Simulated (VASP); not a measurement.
Consider the following.

```yaml
crystal:
  lattice:
    - [-1.61837, 1.61837, 2.50638]
    - [1.61837, -1.61837, 2.50638]
    - [1.61837, 1.61837, -2.50638]
  atoms:
    - { symbol: In, position: [0.00000, 0.00000, 0.00000] }
```

Level of theory: r2SCAN meta-GGA, VASP's PBE PAW potentials (set 64) (plane waves; VASP 6.6.1). Run with 520 eV cut-off, 18×18×18 Γ-centred mesh, tetrahedra with Blöchl corrections, potentials In_d.

Give the energies of bands 6 to 9 at the high-symmetry points, in eV from the Fermi level.

| band | Γ | X | P | N | M | S | R |
|---|---|---|---|---|---|---|---|
| 6 | -10.02 | -2.12 | -1.05 | -4.47 | -3.19 | -2.62 | -1.67 |
| 7 | 11.11 | -1.46 | -0.17 | -3.57 | -2.99 | -1.43 | -0.29 |
| 8 | 11.11 | 3.52 | -0.17 | 7.67 | 5.15 | -0.59 | 0.01 |
| 9 | 11.36 | 4.18 | 1.99 | 9.85 | 5.15 | 6.66 | 1.45 |

It has no gap at this level: it comes out as a metal or semimetal.

The compound is In in the bct structure. It was relaxed first.
